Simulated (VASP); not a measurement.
Energy against volume of Ni₃Al (L1_2). Level of theory: revPBE GGA, VASP's PBE PAW potentials (set 64) (plane waves; VASP).

```csv
V (Å³/atom),E (eV/atom)
10.870,-5.08490
11.217,-5.10388
11.564,-5.10978
11.911,-5.10463
12.258,-5.09014
```

Q: Fit a third-order Birch-Murnaghan equation of state.

A: 
The volume per atom is 11.57 Å^3/atom. The bulk modulus is 1700 kbar, the pressure derivative of the bulk modulus is 4.62 and the lattice constant a is 3.590 Å.

Measured: bulk modulus 174 GPa (computed value off by -2.5 %), as given by Nikolai A. Zarkevich et al., Crystals (2023), arXiv:2304.06869; a 3.572 Å (computed value off by +0.5 %), as given by Tensorial elastic properties and stability of interface states associated with Σ5(210) grain boundaries in Ni3(Al,Si). The calculation is for a static lattice, while the measured bulk modulus, a hold thermal and zero-point effects, which are part of the difference.

The compound is Ni3Al in the L1_2 structure. It was relaxed first.
